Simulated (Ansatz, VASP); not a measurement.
# Cross-check of CdS (Hawleyite) between VASP and Ansatz

Aim: how closely do two programs agree when they are given the same cell, functional and k mesh? The cell is taken from a series of runs on this material, whose earlier steps may have relaxed, scaled, displaced or heated it; both programs get it as it stands.

Main program and level: Ansatz 0.2.0; plane waves, with VASP 6.6.1 beside it; r2SCAN.

## 1. Starting point

It takes space group F-43m (No. 216, cubic). The conventional cell has a = 5.833 Å, b = 5.833 Å, c = 5.833 Å, α = 90.00°, β = 90.00°, γ = 90.00°. Nearest to Cd lie 4 S at 2.53 Å. Nearest to S lie 4 Cd at 2.53 Å. Farther neighbours and most contacts between anions are not listed.

## 2. Ansatz: dielectric response, r2SCAN

Ansatz runs on its default PAW (the set named soft_2) files.

The response to a field tests empty states and converges slowly with the mesh.

Input file input.yaml:

```yaml
crystal:
  lattice:
    - [0.0, 2.9165, 2.9165]
    - [2.9165, 0.0, 2.9165]
    - [2.9165, 2.9165, 0.0]
  atoms:
    - { symbol: Cd, position: [0.0, 0.0, 0.0] }
    - { symbol: S, position: [0.75, 0.75, 0.75] }
kpoints:
  mp_grid: { grid: [7, 7, 7] }
scf:
  occupations: { method: fixed }
hamiltonian:
  xc: r2scan
  pseudopotentials: { kind: paw }
dielectric: {}
```

Command:

```bash
$ ansatz run input.yaml --threads 4 --pin off --max-ram 8192MiB --backend cpu --events-out ev --progress --plain --runs-dir out
```

Numbers of over 12 decimals in the logs are rounded to 6 here.

Output:

```text
Engine: ansatz 0.2.0, x86_64-unknown-linux-gnu
Pseudopotentials: kind: paw
Pseudopotential: Cd, paw, valence charge 20, recommended cutoff 500 eV (meta_gga), Cd.paw.azcp
Pseudopotential: S, paw, valence charge 6, recommended cutoff 500 eV (meta_gga), S.paw.azcp
Functional definition: r2SCAN
  parameter k0 = 0.174
  parameter k1 = 0.065
  parameter a1 = 4.9479
  exchange = r2scan_x(k0 = k0, k1 = k1, a1 = a1)
  correlation = r2scan_c
Crystal: 2 atoms, lattice volume = 49.615 Å³
Basis set: ecut = 500 eV, 1243 PW (Γ), exchange–correlation on 128×128×128 points (64 copies of the dense FFT grid, shifted against one another)
Bands: 17, of which v1, the nominal top of the filled ones, is band 13 counted from 1 (12 counted from 0)
Symmetry: 24 space group operations
k-points: 64 of 343 (irreducible under 4 space group operations, time reversal used)
Non-local potential: Cd, projectors of the file, l = 0: 3, l = 1: 2, l = 2: 2, l = 3: 1
Non-local potential: S, projectors of the file, l = 0: 2, l = 1: 2, l = 2: 2
PAW form: soft (Blöchl's): semilocal exchange-correlation on the pseudo side does not see the compensation charge
PAW frozen core: Cd, regenerated for the run's functional (the file was generated under x = pbe(κ = 0.804, μ = 0.219515), c = pbe(β = 0.066725))
PAW frozen core: S, regenerated for the run's functional (the file was generated under x = pbe(κ = 0.804, μ = 0.219515), c = pbe(β = 0.066725))
PAW one-centre angular grid: Cd, 590 points (default); XC on 160 Gauss nodes
PAW one-centre angular grid: S, 302 points (default); XC on 160 Gauss nodes
Initial density: superposition of atomic densities (neutral atoms: chi_scale 0, normalization atom), corrected by the library's trained network
Initial wavefunctions: pseudopotential atomic-orbital guess
Functional: x = r2scan, c = r2scan; τ floored in thin density (d = 2e-4 eV/Å³)
SCF iter   1: F=—  HF=-9175.592530 eV  |F-HF|=—  |Δ(HF+E_count)|=         —  Δρ=6.02e-3  dr2=9.55e-3  dr2_τ=1.62e-2  ethr=1.77e-3  ⟨swp⟩=4.9  Hψ=4725  notcnv=0  defer=120
preconditioner: auto → none  [insulator: Δε(μ)=1.571 eV  Ē_g=13.094 eV  n_scr=14 (ndim 8)  ℏωp=22.4 eV  f_vac=0.134  ε∞_Penn≈3.9]
SCF iter   2: F=—  HF=-9175.603947 eV  |F-HF|=—  |Δ(HF+E_count)|=   1.14e-2  Δρ=3.10e-3  dr2=2.03e-3  dr2_τ=4.36e-4  ethr=3.67e-5  ⟨swp⟩=3.3  Hψ=2424  notcnv=0  defer=126
SCF iter   3: F=—  HF=-9175.604629 eV  |F-HF|=—  |Δ(HF+E_count)|=   6.82e-4  Δρ=1.35e-3  dr2=4.48e-4  dr2_τ=5.16e-5  ethr=7.80e-6  ⟨swp⟩=2.2  Hψ=1667  notcnv=0  defer=124
SCF iter   4: F=—  HF=-9175.604773 eV  |F-HF|=—  |Δ(HF+E_count)|=   1.44e-4  Δρ=6.16e-5  dr2=9.49e-7  dr2_τ=1.66e-7  ethr=1.72e-6  ⟨swp⟩=3.0  Hψ=2052  notcnv=0  defer=124
SCF iter   5: F=—  HF=-9175.604771 eV  |F-HF|=—  |Δ(HF+E_count)|=   1.48e-6  Δρ=1.33e-5  dr2=4.20e-8  dr2_τ=1.19e-8  ethr=3.65e-9  ⟨swp⟩=2.0  Hψ=1664  notcnv=0  defer=9
SCF iter   6: F=—  HF=-9175.604771 eV  |F-HF|=—  |Δ(HF+E_count)|=   6.76e-8  Δρ=1.23e-6  dr2=5.79e-10  dr2_τ=8.25e-11  ethr=1.62e-10  ⟨swp⟩=2.0  Hψ=1920  notcnv=0  defer=9
SCF iter   7: F=—  HF=-9175.604771 eV  |F-HF|=—  |Δ(HF+E_count)|=  6.73e-11  Δρ=4.67e-7  dr2=1.12e-10  dr2_τ=8.16e-12  ethr=1.00e-12  ⟨swp⟩=5.1  Hψ=4026  notcnv=0
SCF iter   8: F=-9175.604771 eV  HF=-9175.604771 eV  |F-HF|=1.82e-12  |Δ(HF+E_count)|=  9.09e-12  Δρ=1.07e-7  dr2=4.31e-12  dr2_τ=2.05e-13  ethr=1.00e-12  ⟨swp⟩=2.3  Hψ=2207  notcnv=0
SCF 1 converged in 8 iterations: F = -9175.604771 eV  dr2 = 4.31e-12
  greatest PAW one-centre occupation: 1.002 electrons in one spin orbital (limit 2), on the Cd atom at site 0 (counted from 0), in its partial waves of l = 1
NSCF: frozen V_eff on 6 k-points
DFPT response loops at Γ: preconditioner auto → none (the input reference at scf.mixing.eps_inf says where Resta's filter doesn't serve); β = 0.50; Broyden in place of MSR1
── the response to a field inside a basis, on 8×8×8 k-points: an SCF that follows is theirs, and a resumed run solves both again ──
Bands: 14, of which v1, the nominal top of the filled ones, is band 13 counted from 1 (12 counted from 0)
k-points: 60 of 512 (irreducible under 6 space group operations, time reversal used)
Initial density: handed on by an earlier stage of this run
Initial wavefunctions: pseudopotential atomic-orbital guess (no wavefunctions were taken with the density)
Eigensolver: Dense (60 Hₖ)
SCF iter   1: F=—  HF=-9175.600144 eV  |F-HF|=—  |Δ(HF+E_count)|=         —  Δρ=1.55e-4  dr2=2.62e-6  dr2_τ=1.31e-5  ethr=1.00e-1
preconditioner: auto → none  [insulator: Δε(μ)=1.905 eV  Ē_g=10.686 eV  n_scr=14 (ndim 8)  ℏωp=22.4 eV  f_vac=0.128  ε∞_Penn≈5.4]
SCF iter   2: F=—  HF=-9175.600148 eV  |F-HF|=—  |Δ(HF+E_count)|=   3.44e-6  Δρ=7.43e-5  dr2=4.64e-7  dr2_τ=3.84e-7  ethr=1.01e-8
SCF iter   3: F=—  HF=-9175.600149 eV  |F-HF|=—  |Δ(HF+E_count)|=   1.00e-6  Δρ=2.33e-5  dr2=1.07e-7  dr2_τ=3.09e-8  ethr=1.78e-9
SCF iter   4: F=-9175.600149 eV  HF=-9175.600149 eV  |F-HF|=2.61e-9  |Δ(HF+E_count)|=   1.66e-8  Δρ=3.18e-6  dr2=1.51e-9  dr2_τ=5.04e-10  ethr=4.12e-10
SCF 1 converged in 4 iterations: F = -9175.600149 eV  dr2 = 1.51e-9
  greatest PAW one-centre occupation: 1.001 electrons in one spin orbital (limit 2), on the Cd atom at site 0 (counted from 0), in its partial waves of l = 1
DFPT response loops at Γ: mixed as the last ones told, above
SCF converged after 8 iterations
Free energy (F): -9175.604771 eV
Harris-Foulkes:  -9175.604771 eV  (|F-HF|=1.82e-12)
Internal energy: -9175.604771 eV  (E = F + TS)
E sigma→0 (E₀):  -9175.604771 eV
Fermi energy:    6.643267 eV
--- Per-component energies (eV) ---
  E_band       = -534.032201
  E_kinetic    = 612.316954
  E_local      = -4014.593667  (includes V_loc(G=0)·N_el)
  E_nonlocal   = 63.114397
  E_hartree    = 1845.241521
  E_xc         = -260.189718
  E_vxc        = -340.537820  (∫ρ·V_xc dr)
  E_paw        = -4715.838427  (= ΣΔE_a)
  E_vpaw       = -566.549695  (= ΣTr[D̂ρ^β])
  E_aug_tail   = 0.000007  (compensation charges beyond the density's cutoff)
  E_vtau       = 21.734613  (kinetic-family band-sum trace: ∫τ·v_τ [+ j·A + Jᵃ·Aᵃ] dr)
  E_ewald      = -2704.981299
  E_core_change = -0.674537  (= ΣΔE_core)
  E_smearing   = -0.000000  (= −TS)
  E_closure    = 0.000000  (closes the sum)
  Σ components = -9175.604771   (vs F -9175.604771, Δ=0.00e0)
--- Band table (eV; the first three rows and the last of 64) ---
  k-point 0: bands = [... 9 lower, -0.8480, 6.6433, 6.6433, 6.6433, 8.2387, 13.7067, 13.7067, 13.7067]
  k-point 1: bands = [... 9 lower, -0.8488, 5.4571, 6.4857, 6.4857, 9.1839, 13.3614, 13.9613, 13.9613]
  k-point 2: bands = [... 9 lower, -0.8387, 3.7379, 6.1578, 6.1578, 9.9998, 13.5168, 14.2310, 14.2310]
  k-point 63: bands = [... 9 lower, -0.4272, 2.8742, 4.2721, 5.6329, 11.6257, 12.9350, 14.3122, 15.1349]
--- Dielectric response (ions clamped): 3 representative field directions + reference, inside a basis on a mesh of 512 k-points (Σ response iterations 15) ---
  ε∞ (high-frequency dielectric tensor):
        5.479981    -0.000000    -0.000000
       -0.000000     5.479981     0.000000
       -0.000000     0.000000     5.479981
  Born effective charges Z* (e; rows j = field, columns β = displacement):
    site 0:
         2.16710   -0.00000   -0.00000
        -0.00000    2.16710    0.00000
        -0.00000    0.00000    2.16710
    site 1:
        -2.16710    0.00000    0.00000
         0.00000   -2.16710   -0.00000
         0.00000   -0.00000   -2.16710
  Z* charge neutrality: 1.428e-3 e pre-enforcement
  solved inside a basis spanned on kpoints, on 8×8×8 k-points, its susceptibility summed on 12×12×12: ε∞ is read to err by 1.7e-2, Z* by 2.2e-2 e (field_mesh: kpoints solves on kpoints); Z* is corrected for what the basis lacks
```

In the SCF lines HF is the Harris–Foulkes energy and dr2 the Hartree energy of the density residual, in eV; the loop may stop once dr2 is under the threshold and the program's other checks hold. Hψ counts applications of the Hamiltonian.

[end of part 1 of 2]

[Lines on the potential files, build, host, timing and source positions are cut from VASP's logs without a mark.]

[Logs are printed without paths, hosts, clocks, repeated set-up lines and the standing remarks that a program may print on its own settings, such as how far it seeks lower states.]

[Hosts, paths, dates, database ids (printed as entryN), source tags and the programs' standing remarks are cut or masked in the printed files.]
